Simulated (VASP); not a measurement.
# Cl2Cd in VASP: notebook

One molecule, Cl2Cd, is run at these levels: PBE; tasks: single point, relaxation of the atoms.

Program: VASP 6.6.1. These are calculated values, not measurements. Logs are shortened: lines on timing, memory, paths and dates and some standing lists are left out, and cuts for length are marked.

### Step 1. The undisturbed molecule

The cell holds a molecule in a box, 3 atoms: a = 13.000 Å, b = 12.000 Å, c = 11.000 Å, α = 90.00°, β = 90.00°, γ = 90.00°.

### Step 2. Single point, PBE (atoms moved at random, drawn with an rms of 0.05 Å)

The input, INCAR:

```
ALGO = Fast
EDIFF = 1E-7
ENCUT = 520
GGA = PE
ISIF = 2
ISMEAR = 0
LASPH = T
LCHARG = F
LREAL = F
LWAVE = F
NELM = 60
PREC = Accurate
SIGMA = 0.01
```

The input, KPOINTS:

```
k-points
0
Gamma
  1 1 1
```

The input, POSCAR:

```
CdCl2
1.0
   13.0000000000      0.0000000000      0.0000000000
    0.0000000000     12.0000000000      0.0000000000
    0.0000000000      0.0000000000     11.0000000000
Cl Cd
2 1
Direct
    0.6166960000      0.6134790000      0.5892300000
    0.3822060000      0.3908800000      0.4157800000
    0.5037500000      0.4976860000      0.5065910000
```

Potentials or basis: VASP PAW PBE potentials, release 64 (Cl, Cd).

Run with:

```console
$ cat potpaw_PBE.64/Cl/POTCAR potpaw_PBE.64/Cd/POTCAR > POTCAR
$ mpirun -np 1 vasp_gam > vasp.out
```

OUTCAR:

```text
EDIFF = 1E-7
   ENCUT = 520
   GGA = PE
   ISIF = 2
   ISMEAR = 0
   LASPH = T
   LREAL = F
   NELM = 60
   PREC = Accurate

 ion  position               nearest neighbor table
   1  0.617  0.613  0.589-   3 2.22
   2  0.382  0.391  0.416-   3 2.27
   3  0.504  0.498  0.507-   1 2.22   2 2.27

  LATTYP: Found a simple orthorhombic cell.
 ALAT       =    11.0000000000
 B/A-ratio  =     1.0909090909
 C/A-ratio  =     1.1818181818

  Lattice vectors:

 A1 = (   0.0000000000,   0.0000000000, -11.0000000000)
 A2 = (   0.0000000000,  12.0000000000,   0.0000000000)
 A3 = (  13.0000000000,   0.0000000000,   0.0000000000)

Analysis of symmetry for initial positions (statically):
=====================================================================
 Subroutine PRICEL returns:
 Original cell was already a primitive cell.

 Routine SETGRP: Setting up the symmetry group for a
 simple orthorhombic supercell.

 Subroutine GETGRP returns: Found  1 space group operations
 (whereof  1 operations were pure point group operations)
 out of a pool of  8 trial point group operations.

The static configuration has the point symmetry C_1 .

Analysis of symmetry for dynamics (positions and initial velocities):
=====================================================================
 Subroutine PRICEL returns:
 Original cell was already a primitive cell.

 Routine SETGRP: Setting up the symmetry group for a
 simple orthorhombic supercell.

 Subroutine GETGRP returns: Found  1 space group operations
 (whereof  1 operations were pure point group operations)
 out of a pool of  8 trial point group operations.

The dynamic configuration has the point symmetry C_1 .

 Subroutine INISYM returns: Found  1 space group operations
 (whereof  1 operations are pure point group operations),
 and found     1 'primitive' translations

----------------------------------------------------------------------------------------

                                     Primitive cell

  volume of cell :    1716.0000

  direct lattice vectors                    reciprocal lattice vectors
    13.000000000  0.000000000  0.000000000     0.076923077  0.000000000  0.000000000
     0.000000000 12.000000000  0.000000000     0.000000000  0.083333333  0.000000000
[... 59 lines left out ...]
   LSORBIT =      F    spin-orbit coupling
   LASPH  =      T    aspherical Exc in radial PAW
   ENCUT  =  520.0 eV  38.22 Ry    6.18 a.u.  24.17 22.31 20.45*2*pi/ulx,y,z
   NELM   =     60;   NELMIN=  2; NELMDL= -5     # of ELM steps
   EDIFF  = 0.1E-06   stopping-criterion for ELM
   LREAL  =      F    real-space projection
   EDIFFG = 0.1E-05   stopping-criterion for IOM
   NSW    =      0    number of steps for IOM
   IBRION =     -1    ionic relax: 0-MD 1-quasi-New 2-CG
   NFREE  =      0    steps in history (QN), initial steepest desc. (CG)
   ISIF   =      2    stress and relaxation
   ISYM   =      2    0-nonsym 1-usesym 2-fastsym
   POTIM  = 0.5000    time-step for ionic-motion
   TEBEG  =    0.0;   TEEND  =   0.0 temperature during run
   PSTRESS=    0.0 pullay stress
   NELECT =      26.0000    total number of electrons
   NUPDOWN=      -1.0000    fix difference up-down
   EMIN   =  10.00;   EMAX   =-10.00  energy-range for DOS
   EFERMI =   0.00;   METHOD = LEGACY
   ISMEAR =     0;   SIGMA  =   0.01  broadening in eV -4-tet -1-fermi 0-gaus
   EFERMI_NEDOS =   21; number of points for ismear=-14 and -15
   IALGO  =     68    algorithm
   IMIX   =      4    mixing-type and parameters
     AMIX     =   0.40;   BMIX     =  1.00
     AMIX_MAG =   1.60;   BMIX_MAG =  1.00
  volume/ion in A,a.u.               =     572.00      3860.05
  Fermi-wavevector in a.u.,A,eV,Ry     =   0.405098  0.765524  2.232777  0.164104
  Thomas-Fermi vector in A             =   1.357169
   LORBIT       =      0    0 simple, 1 ext, 2 COOP (PROOUT), +10 PAW based schemes
   GGA     = PE    functional components
   LHFCALC =     F    Hartree Fock is set to
   AEXX    =    0.0000 exact exchange contribution
   IVDW    =     0    specifies the selected vdW correction
   LEPSILON=     F    determine dielectric tensor
   LRPA    =     F    only Hartree local field effects (RPA)
 non-spin polarized calculation
 RMM-DIIS sequential band-by-band and
 Gauss-broadening in eV      SIGMA  =   0.01
  energy-cutoff  :      520.00
  volume of cell :     1716.00
 maximum number of plane-waves:     23131
 NGX is ok and might be reduce to    98
   NGX = 49   NGY = 45   NGZ = 41

 number of electron      25.9999999 magnetization

 Free energy of the ion-electron system (eV)
  ---------------------------------------------------
  ext. energy  EPLUGINS =         0.00000000
  ---------------------------------------------------
  free energy    TOTEN  =        -6.53397469 eV

  energy without entropy =       -6.53397469  energy(sigma->0) =       -6.53397469

 E-fermi :  -7.1556     XC(G=0):  -0.8529

 val. band max:       -7.2470641073   @ k =   0.0000   0.0000   0.0000
 cond. band min:      -2.6398999508   @ k =   0.0000   0.0000   0.0000
 fundamental gap:      4.6071641565
 Fermi energy:        -7.1555612512

 k-point     1 :       0.0000    0.0000    0.0000
  band No.  band energies     occupation
      1     -20.1999      2.00000
      2     -19.7093      2.00000
      3     -14.0108      2.00000
      4     -13.8782      2.00000
      5     -13.8777      2.00000
      6     -13.7212      2.00000
[... 9 lines left out ...]
     16      -1.0370      0.00000
     17       0.0579      0.00000

------------------------ aborting loop because EDIFF is reached ----------------------------------------

  FORCE on cell =-STRESS in cart. coord.  units (eV):
  Direction    XX          YY          ZZ          XY          YZ          ZX
  --------------------------------------------------------------------------------------
  -------------------------------------------------------------------------------------
  Total        1.1823871      0.9964130      0.4421773      1.1179926      0.6981554      0.7538664
  in kB        1.1039591      0.9303207      0.4128475      1.0438359      0.6518466      0.7038623
  external PRESSURE =       0.8157091 kB  Pullay stress =       0.0000000 kB

 VOLUME and BASIS-vectors are now :
 -----------------------------------------------------------------------------
  energy-cutoff  :      520.00
  volume of cell :     1716.00
      direct lattice vectors                 reciprocal lattice vectors
    13.000000000  0.000000000  0.000000000     0.076923077  0.000000000  0.000000000
     0.000000000 12.000000000  0.000000000     0.000000000  0.083333333  0.000000000
     0.000000000  0.000000000 11.000000000     0.000000000  0.000000000  0.090909091

 POSITION                                       TOTAL-FORCE (eV/Angst)
 -----------------------------------------------------------------------------------
      8.01705      7.36175      6.48153         0.690682      0.587029      0.435510
      4.96868      4.69056      4.57358        -0.122652     -0.162243     -0.072909
      6.54875      5.97223      5.57250        -0.568030     -0.424785     -0.362601
 -----------------------------------------------------------------------------------
    total drift:                                0.000275      0.000252     -0.000657

  FREE ENERGIE OF THE ION-ELECTRON SYSTEM (eV)
  ---------------------------------------------------
  free  energy   TOTEN  =        -6.5339746885 eV

  energy  without entropy=       -6.5339746885  energy(sigma->0) =       -6.53397469
```

OSZICAR:

```text
N       E                     dE             d eps       ncg     rms          rms(c)
DAV:   1     0.288453473889E+03    0.28845E+03   -0.59405E+03    34   0.901E+02
DAV:   2     0.844479319011E+02   -0.20401E+03   -0.18805E+03    44   0.180E+02
DAV:   3     0.288201043892E+00   -0.84160E+02   -0.83958E+02    44   0.121E+02
[... 20 lines left out ...]
RMM:  24    -0.653397325425E+01   -0.16525E-05   -0.40552E-07    35   0.291E-03    0.412E-04
RMM:  25    -0.653397405933E+01   -0.80508E-06   -0.45544E-08    25   0.101E-03    0.195E-04
RMM:  26    -0.653397454400E+01   -0.48468E-06   -0.31059E-08    22   0.699E-04    0.166E-04
RMM:  27    -0.653397464776E+01   -0.10376E-06   -0.85319E-09    21   0.466E-04    0.323E-05
RMM:  28    -0.653397468851E+01   -0.40747E-07    0.00000E+00    15   0.370E-04
   1 F= -.65339747E+01 E0= -.65339747E+01  d E =-.284216E-38
```

stdout:

```text
POSCAR found type information on POSCAR ClCd
 POSCAR found :  2 types and       3 ions
 scaLAPACK will be used
 LDA part: xc-table for (Slater+PW92), standard interpolation
 POSCAR, INCAR and KPOINTS ok, starting setup
 FFT: planning ... GRIDC
 FFT: planning ... GRID_SOFT
 FFT: planning ... GRID
 WAVECAR not read
 entering main loop
```

It took 87 s on 1 thread of Intel Xeon 6975P-C (Granite Rapids), shared host; peak memory 1.2 GiB.

Results:

```yaml
Free_energy: -6.5340 eV
Largest_force: 1.006 eV/Å
Gap_between_the_frontier_levels: 4.61 eV
```

Forces in eV/Å, atoms in the order of the input:
```
Cl   0.691  0.587  0.436
Cl  -0.123 -0.162 -0.073
Cd  -0.568 -0.425 -0.363
```

### Step 3. Relaxation of the atoms, PBE (atoms moved at random, drawn with an rms of 0.02 Å)

The input, INCAR:

```
SYSTEM = CdCl2
PREC = Accurate
ENCUT = 520
EDIFF = 1E-7
ISMEAR = 0
SIGMA = 0.01
LREAL = .False.
LASPH = .True.
NELM = 100
ALGO = Fast
ISIF = 2
LWAVE = .False.
LCHARG = .False.
GGA = PE
IBRION = 2
NSW = 40
EDIFFG = -0.005
```

The input, KPOINTS:

```
regular mesh
0
Gamma
  1 1 1
  0 0 0
```

The input, POSCAR:

```
CdCl2
1.0
   13.0000000000      0.0000000000      0.0000000000
    0.0000000000     12.0000000000      0.0000000000
    0.0000000000      0.0000000000     11.0000000000
Cl Cd
2 1
Direct
    0.6191850000      0.6137850000      0.5921610000
    0.3838450000      0.3893010000      0.4152140000
    0.5001310000      0.5005560000      0.5045090000
```

Potentials or basis: VASP PAW PBE potentials, release 64 (Cl, Cd).

Run with:

```console
$ cat potpaw_PBE.64/Cl/POTCAR potpaw_PBE.64/Cd/POTCAR > POTCAR
$ mpirun -np 1 vasp_gam > vasp.out
```

It took 12 min on 1 thread of Intel Xeon 6975P-C (Granite Rapids), shared host; peak memory 1.3 GiB.

Results (log left out):

| Item | Value |
| --- | --- |
| Free energy | -6.5712 eV |
| Energy gained by relaxing | 3.6 meV/atom |
| Ionic steps | 19 |
| Gap between the frontier levels | 4.38 eV |

Forces on the atoms (eV/Å):
```
Cl  -0.002 -0.001 -0.001
Cl   0.001  0.001 -0.001
Cd   0.001  0.001  0.001
```

Step by step:
| step | energy change (eV) | largest force (eV/Å) | pressure (GPa) |
| --- | --- | --- | --- |
| 1 | 0.0000 | 0.5551 | 0.04 |
| 2 | -0.0058 | 0.4828 | 0.01 |
| 3 | -0.0081 | 0.2591 | 0.02 |
| 4 | -0.0107 | 0.0373 | 0.00 |
| 5 | -0.0108 | 0.0193 | 0.00 |
| 6 | -0.0108 | 0.0179 | 0.00 |
| 7 | -0.0108 | 0.0158 | 0.00 |
| 8 | -0.0108 | 0.0308 | 0.00 |
| 9 | -0.0108 | 0.0277 | 0.00 |
| 10 | -0.0108 | 0.0195 | 0.00 |
| 11 | -0.0109 | 0.0118 | 0.00 |
| 12 | -0.0108 | 0.0353 | -0.01 |
| 13 | -0.0109 | 0.0185 | 0.00 |
| 14 | -0.0109 | 0.0140 | 0.00 |
| 15 | -0.0109 | 0.0058 | 0.00 |
| 16 | -0.0109 | 0.0057 | 0.00 |
| 17 | -0.0109 | 0.0057 | 0.00 |
| 18 | -0.0109 | 0.0055 | 0.00 |
| 19 | -0.0109 | 0.0024 | 0.00 |

Final structure:
```
Cl Cd
1.0
    13.00000    0.00000    0.00000
     0.00000   12.00000    0.00000
     0.00000    0.00000   11.00000
Cl Cd
2 1
Direct
  0.61990 0.61460 0.59343
  0.38221 0.38782 0.41450
  0.50105 0.50122 0.50395
```

Levels at points of the mesh, in eV from the valence-band top:
| k point | band 9 | band 10 | band 11 | band 12 | band 13 | band 14 | band 15 | band 16 | band 17 |
| --- | --- | --- | --- | --- | --- | --- | --- | --- | --- |
| (0.00, 0.00, 0.00) | -1.33 | -0.38 | -0.38 | 0.00 | 0.00 | 4.38 | 6.12 | 6.13 | 7.28 |

### Step 4. The reference run

An earlier run on the cell as given: functional PBE; potentials or basis VASP PAW PBE potentials, release 64 (Cl, Cd); cutoff 520 eV; k mesh 1 × 1 × 1; occupations gaussian, width 0.01 eV; no spin polarisation.

* Largest force: 0.242 eV/Å
* Gap between the frontier levels: 4.49 eV

### Step 5. The runs side by side

```tsv
task	cell	gap on the mesh (eV)	largest force (eV/Å)
single point	atoms moved at random, drawn with an rms of 0.05 Å	4.61	1.01
relaxation of the atoms	atoms relaxed from: atoms moved at random, drawn with an rms of 0.02 Å	4.38	-
single point	as given	4.49	0.24
```

Alike in all rows: level PBE; potentials or basis VASP PAW PBE potentials, release 64 (Cl, Cd); no spin polarisation; k mesh 1 × 1 × 1; cutoff (eV) 520; smearing gaussian 0.01 eV.

Absolute energies hang on the potentials; compare differences alone.
